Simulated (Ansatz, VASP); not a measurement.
# MnHg: VASP beside Ansatz, part 2 of 2

Wanted: the spread between two codes on one cell, functional and k mesh. The cell is taken from a series of runs on this material, whose earlier steps may have relaxed, scaled, displaced or heated it; both programs get it as it stands.

VASP 6.6.1 and Ansatz 0.2.0.

So far: Starting point; Ansatz: relaxation of cell and atoms, PBEsol.

In doubt: warnings of the run leave room for a lower electronic state (step 2), so energies may not be the lowest and differences between runs may mislead.

## 3. VASP: relaxation of cell and atoms, PBEsol

Level of this step: PBEsol, spin-polarised from an antiferromagnetic start; plane waves and PAW (Mn_pv, Hg) (VASP).

The same cell, functional, mesh and smearing now go to VASP, with its own data sets.

Lines of VASP's logs that name or quote its potential files are left out, and so is its time.

INCAR reads:

```
SYSTEM = MnHg
PREC = Accurate
ENCUT = 500
EDIFF = 1E-07
NELM = 200
ISMEAR = 0
SIGMA = 0.15
LREAL = .FALSE.
ALGO = Normal
GGA = PS
NBANDS = 33
ISPIN = 2
MAGMOM = 3.68 -3.68 -0 0
LASPH = .TRUE.
LMAXMIX = 4
LORBIT = 11
LWAVE = .FALSE.
LCHARG = .FALSE.
ISIF = 3
IBRION = 2
NSW = 80
EDIFFG = -0.005
GGA_COMPAT = .FALSE.
NELMIN = 4
KPAR = 2
```

POSCAR reads:

```
MnHg
1.0
    3.2269490000      3.2269490000      0.0000000000
    3.2269490000      0.0000000000      3.2269490000
    3.2269490000      0.0000000000     -3.2269490000
Mn Hg
2 2
Direct
    0.4999998451      0.2500000775      0.7499999225
    0.4999998451      0.7499999225      0.2500000775
    0.0000000000      0.0000000000      0.0000000000
    0.0000000000      0.5000000000      0.5000000000
```

KPOINTS reads:

```
Automatic mesh
0
Gamma
12 12 12
0 0 0
```

PAW data sets: Mn_pv and Hg (PBE family, release 64).

The run is started by

```console
$ mpirun -np 2 vasp_std
```

Numbers of over 12 decimals in the logs are rounded to 6 here.

Output:

```text
[banner, memory and clock lines left out]
running    2 mpi-ranks, on    1 nodes
 distrk:  each k-point on    1 cores,    2 groups
 distr:  one band on    1 cores,    1 groups

 POSCAR found type information on POSCAR MnHg
 POSCAR found :  2 types and       4 ions
|                                                                             |
|               ----> ADVICE to this user running VASP <----                  |
|                                                                             |
|     You enforced a specific xc type in the INCAR file but a different       |
|     [... a line on the potential file left out ...]
|     I HOPE YOU KNOW WHAT YOU ARE DOING!                                     |
|                                                                             |

 LDA part: xc-table for (Slater+PW92), standard interpolation
 POSCAR, INCAR and KPOINTS ok, starting setup
 FFT: planning ... GRIDC
 FFT: planning ... GRID_SOFT
 FFT: planning ... GRID
 WAVECAR not read
 entering main loop
       N       E                     dE             d eps       ncg     rms          rms(c)
DAV:   1     0.551826662131E+03    0.55183E+03   -0.27406E+04  9592   0.173E+03
DAV:   2     0.686635315218E+01   -0.54496E+03   -0.52114E+03  9564   0.495E+02
DAV:   3    -0.206556607284E+02   -0.27522E+02   -0.26877E+02 10649   0.127E+02
DAV:   4    -0.210218228782E+02   -0.36616E+00   -0.36515E+00 10148   0.142E+01
DAV:   5    -0.210266913880E+02   -0.48685E-02   -0.48678E-02 10548   0.160E+00    0.164E+01
DAV:   6    -0.200814727721E+02    0.94522E+00   -0.15091E+01 10161   0.352E+01    0.125E+01
DAV:   7    -0.194209397244E+02    0.66053E+00   -0.54278E+00 10088   0.238E+01    0.797E+00
DAV:   8    -0.194060702085E+02    0.14870E-01   -0.26565E-01  9934   0.386E+00    0.405E+00
DAV:   9    -0.193898629410E+02    0.16207E-01   -0.57122E-02 10168   0.229E+00    0.136E+00
DAV:  10    -0.193891358470E+02    0.72709E-03   -0.10429E-02  9885   0.871E-01    0.138E-01
DAV:  11    -0.193891719240E+02   -0.36077E-04   -0.88060E-04 10160   0.283E-01    0.565E-02
DAV:  12    -0.193891892314E+02   -0.17307E-04   -0.79868E-05 10053   0.706E-02    0.228E-02
DAV:  13    -0.193891923009E+02   -0.30694E-05   -0.14012E-05 10671   0.303E-02    0.192E-02
DAV:  14    -0.193891928977E+02   -0.59687E-06   -0.89117E-07  8901   0.962E-03    0.842E-03
DAV:  15    -0.193891931509E+02   -0.25312E-06   -0.17284E-06 11184   0.854E-03    0.305E-03
DAV:  16    -0.193891932697E+02   -0.11888E-06   -0.16068E-07  5690   0.365E-03    0.920E-04
DAV:  17    -0.193891932768E+02   -0.70713E-08   -0.25086E-08  4913   0.109E-03
   1 F= -.19389193E+02 E0= -.19376762E+02  d E =-.193892E+02  mag=     0.0000
 curvature:   0.00 expect dE= 0.000E+00 dE for cont linesearch  0.000E+00
 trial: gam= 0.00000 g(F)=  0.594E-41 g(S)=  0.382E-02 ort = 0.000E+00 (trialstep = 0.100E+01)
 search vector abs. value=  0.382E-02
 bond charge predicted
       N       E                     dE             d eps       ncg     rms          rms(c)
DAV:   1    -0.195198899246E+02   -0.13070E+00   -0.20203E+00  9635   0.144E+01    0.318E+00
DAV:   2    -0.194347378354E+02    0.85152E-01   -0.10376E+00  9979   0.886E+00    0.312E+00
DAV:   3    -0.193920988924E+02    0.42639E-01   -0.17556E-01  9991   0.438E+00    0.816E-01
DAV:   4    -0.193911045064E+02    0.99439E-03   -0.11007E-02  9766   0.658E-01    0.549E-01
DAV:   5    -0.193904235145E+02    0.68099E-03   -0.17562E-03 10363   0.414E-01    0.272E-01
DAV:   6    -0.193901600920E+02    0.26342E-03   -0.27622E-04  9800   0.121E-01    0.320E-02
DAV:   7    -0.193901468939E+02    0.13198E-04   -0.61966E-05 10479   0.723E-02    0.918E-03
DAV:   8    -0.193901483831E+02   -0.14893E-05   -0.70431E-06  9634   0.228E-02    0.810E-03
DAV:   9    -0.193901488569E+02   -0.47378E-06   -0.12773E-07  6297   0.244E-03    0.239E-03
DAV:  10    -0.193901487912E+02    0.65675E-07   -0.11207E-07  4842   0.283E-03
   2 F= -.19390149E+02 E0= -.19377615E+02  d E =-.955514E-03  mag=     0.0000
 trial-energy change:   -0.000956  1 .order   -0.000960   -0.003820    0.001900
 step:   0.6678(harm=  0.6678)  dis= 0.00000  next Energy=   -19.390469 (dE=-0.128E-02)
 bond charge predicted
       N       E                     dE             d eps       ncg     rms          rms(c)
DAV:   1    -0.194046590489E+02   -0.14510E-01   -0.22143E-01  9651   0.474E+00    0.104E+00
DAV:   2    -0.193949388227E+02    0.97202E-02   -0.10557E-01  9998   0.289E+00    0.995E-01
DAV:   3    -0.193906727204E+02    0.42661E-02   -0.19654E-02 10020   0.147E+00    0.272E-01
DAV:   4    -0.193905632020E+02    0.10952E-03   -0.11653E-03  9819   0.214E-01    0.172E-01
DAV:   5    -0.193904917903E+02    0.71412E-04   -0.16134E-04 10286   0.127E-01    0.842E-02
DAV:   6    -0.193904647973E+02    0.26993E-04   -0.31641E-05  9832   0.408E-02    0.101E-02
DAV:   7    -0.193904631945E+02    0.16029E-05   -0.58624E-06 10403   0.226E-02    0.272E-03
DAV:   8    -0.193904631060E+02    0.88466E-07   -0.69933E-07  9680   0.638E-03
   3 F= -.19390463E+02 E0= -.19377964E+02  d E =-.126983E-02  mag=     0.0000
 curvature:  -0.33 expect dE=-0.160E-06 dE for cont linesearch -0.160E-06
 trial: gam= 0.00000 g(F)=  0.587E-41 g(S)=  0.478E-06 ort =-0.427E-04 (trialstep = 0.934E+00)
 search vector abs. value=  0.478E-06
 reached required accuracy - stopping structural energy minimisation
```

From OUTCAR (step 3):

```text
ion  position               nearest neighbor table
   1  0.500  0.250  0.750-   4 2.79   3 2.79   3 2.79   3 2.79   4 2.79   4 2.79   4 2.79   3 2.79

  LATTYP: Found a face centered cubic cell.
 ALAT       =     6.4538980000

 Subroutine GETGRP returns: Found 48 space group operations
 (whereof 48 operations were pure point group operations)

The static configuration has the point symmetry O_h .

 Found     72 irreducible k-points:

   k-points           NKPTS =     72   k-points in BZ     NKDIM =     72   number of bands    NBANDS=     33

   dimension x,y,z NGX =    36 NGY =   36 NGZ =   36
   dimension x,y,z NGXF=    72 NGYF=   72 NGZF=   72

   ENCUT  =  500.0 eV  36.75 Ry    6.06 a.u.   8.32  8.32  8.32*2*pi/ulx,y,z

   NELECT =      50.0000    total number of electrons

 k-points in reciprocal lattice and weights: Automatic mesh
   0.00000000  0.00000000  0.00000000       0.001
   0.08333333  0.00000000  0.00000000       0.003
   0.16666667  0.00000000  0.00000000       0.003
   0.25000000  0.00000000  0.00000000       0.003
   0.33333333  0.00000000  0.00000000       0.003
   0.41666667  0.00000000  0.00000000       0.003
   0.50000000  0.00000000  0.00000000       0.002
   0.00000000  0.08333333  0.00000000       0.005
   0.16666667  0.08333333  0.00000000       0.014
[...]
-0.25000000  0.33333333  0.16666667       0.014
  -0.25000000  0.25000000  0.25000000       0.003

 average (electrostatic) potential at core
       1 -68.6834       2 -68.6834       3 -37.8939       4 -37.8939

 E-fermi :   6.0218

 spin component 1
 k-point     1 :       0.0000    0.0000    0.0000
  band No.  band energies     occupation
    ...
     18       2.6607      1.00000
     19       2.6607      1.00000
     20       2.6607      1.00000
     21       3.5446      1.00000
     22       3.5446      1.00000
     23       6.1424      0.12771
     24       6.1424      0.12771
     25       6.1424      0.12771
     26       6.7473      0.00000
     27       7.1105      0.00000
    ...

 k-point     2 :       0.0833    0.0000    0.0000
  band No.  band energies     occupation
    ...
     19       2.6893      1.00000
     20       2.6893      1.00000
     21       3.5245      1.00000
     22       3.5372      1.00000
     23       5.8087      0.97775
     24       6.0344      0.45260
     25       6.0344      0.45260
     26       7.0090      0.00000
     27       7.0991      0.00000
     28       7.2624      0.00000
    ...

 k-point     3 :       0.1667    0.0000    0.0000
  band No.  band energies     occupation
    ...
     21       3.4682      1.00000
     22       3.5049      1.00000
     23       5.4974      1.00000
     24       5.7588      0.99342
     25       5.7588      0.99342
     26       6.6650      0.00000
     27       7.0683      0.00000
     28       7.9259      0.00000
     29       9.0236      0.00000
     30       9.0790      0.00000
    ...

 k-point     4 :       0.2500    0.0000    0.0000
  band No.  band energies     occupation
    ...
     22       3.4098      1.00000
     23       5.3142      1.00000
     24       5.3928      1.00000
     25       5.3928      1.00000
     26       5.8696      0.92428
     27       7.0265      0.00000
     28       7.9331      0.00000
     29       8.1350      0.00000
     30       8.1350      0.00000
     31       8.3781      0.00000
    ...

 k-point     5 :       0.3333    0.0000    0.0000
  band No.  band energies     occupation
    ...
     22       3.3041      1.00000
     23       4.7193      1.00000
     24       4.9767      1.00000
     25       4.9767      1.00000
     26       5.2045      1.00000
     27       6.9852      0.00000
     28       7.4290      0.00000
     29       7.4290      0.00000
     30       7.4778      0.00000
     31       8.6359      0.00000
    ...

 k-point     6 :       0.4167    0.0000    0.0000
  band No.  band energies     occupation
    ...
     22       3.4190      1.00000
     23       4.0526      1.00000
     24       4.5527      1.00000
     25       4.5527      1.00000
     26       5.1428      1.00000
     27       6.9552      0.00000
     28       7.0065      0.00000
     29       7.0065      0.00000
     30       7.3310      0.00000
     31       8.7675      0.00000
    ...

  Total       -0.0036349     -0.0036349     -0.0036349      0.0000000      0.0000000      0.0000000
  in kB       -0.0859782     -0.0859782     -0.0859782      0.0000000      0.0000000      0.0000000
  external PRESSURE =      -0.0859782 kB  Pullay stress =       0.0000000 kB

  energy-cutoff  :      500.00
  volume of cell :       67.73
      direct lattice vectors                 reciprocal lattice vectors
     3.235393916  3.235393916  0.000000000     0.000000000  0.309081375  0.000000000
     3.235393916 -0.000000000  3.235393916     0.154540687 -0.154540687  0.154540687
     3.235393916 -0.000000000 -3.235393916     0.154540687 -0.154540687 -0.154540687

 POSITION                                       TOTAL-FORCE (eV/Angst)
 -----------------------------------------------------------------------------------
      4.85309      1.61770     -1.61770        -0.000000      0.000000     -0.000000
      4.85309      1.61770      1.61770         0.000000     -0.000000      0.000000
      0.00000      0.00000      0.00000        -0.000000     -0.000000      0.000000
      3.23539     -0.00000      0.00000        -0.000000     -0.000000      0.000000
 -----------------------------------------------------------------------------------
    total drift:                                0.000673      0.000673     -0.000000

  FREE ENERGIE OF THE ION-ELECTRON SYSTEM (eV)
  ---------------------------------------------------
  free  energy   TOTEN  =       -19.3904631060 eV

  energy  without entropy=      -19.3654648511  energy(sigma->0) =      -19.37796398

 reached required accuracy - stopping structural energy minimisation

 total charge
# of ion       s       p       d       tot
------------------------------------------
    1        0.255   6.208   5.002  11.465
    2        0.255   6.208   5.002  11.465
    3        0.837   0.565   9.245  10.647
    4        0.837   0.565   9.245  10.647
--------------------------------------------------
tot          2.184  13.546  28.493  44.222

 magnetization (x)
# of ion       s       p       d       tot
------------------------------------------
    1        0.051   0.051   3.570   3.671
    2       -0.051  -0.051  -3.570  -3.671
    3        0.000   0.000   0.000   0.000
    4        0.000   0.000   0.000   0.000
--------------------------------------------------
tot          0.000   0.000   0.000   0.000

[... 1 further part left out ...]
```

CONTCAR:

```
MnHg
   1.00000000000000
     3.2353939160562377    3.2353939160562377    0.0000000000000000
     3.2353939160562377   -0.0000000000000000    3.2353939160562377
     3.2353939160562377   -0.0000000000000000   -3.2353939160562377
  Mn              Hg
     2     2
Direct
     0.4999998450999996    0.2500000774999975    0.7499999225000025
     0.4999998450999996    0.7499999225000025    0.2500000774999975
     0.0000000000000000    0.0000000000000000    0.0000000000000000
     0.0000000000000000    0.5000000000000000    0.5000000000000000
```

The magnetic state follows from one typed start and may not be the lowest.

## 4. Comparison

Known differences besides the potentials themselves: VASP starts from the moments at which Ansatz ended; the data sets hold 70 valence electrons in Ansatz (on its PAW soft_1 files) and 50 in VASP; the cutoff is 420 eV in Ansatz and 500 eV in VASP; Ansatz makes its cores anew for this functional, VASP keeps those of its PBE data sets; Ansatz adds a Pulay correction to the stress that steers its cell, VASP none; site moments are counted in spheres of each program's own size. Total energies have different zeros and are not compared.

Both answers:

| quantity | Ansatz | VASP | difference |
| --- | --- | --- | --- |
| volume (Å³) | 67.19 | 67.73 | -0.81 % |
| edge a after relaxation, in the typed setting (Å) | 4.563 | 4.575 | -0.27 % |
| moment on Mn1 (μB) | 3.68 | 3.67 | +0.01 |
| moment on Mn2 (μB) | -3.68 | -3.67 | -0.01 |

## 5. Results

```
difference in volume (relaxation of cell and atoms, PBEsol) : -0.81 %
```

**Reading.** The difference in volume is -0.81 % (relaxation of cell and atoms, PBEsol), within the 1.2 % picked in this series as the mark of a large difference, as far as the stopping tolerances let one tell. The data sets hold unlike numbers of valence electrons (70 in Ansatz and 50 in VASP), so part of the differences comes from the potentials. 1 further run of this series is not shown here. How closely two codes agree says nothing of how well the functional describes the real material.

[Lines on the potential files, build, host, timing and source positions are cut from VASP's logs without a mark.]

[Logs are printed without paths, hosts, clocks, repeated set-up lines and the standing remarks that a program may print on its own settings, such as how far it seeks lower states.]

[Hosts, paths, dates, database ids (printed as entryN), source tags and the programs' standing remarks are cut or masked in the printed files.]
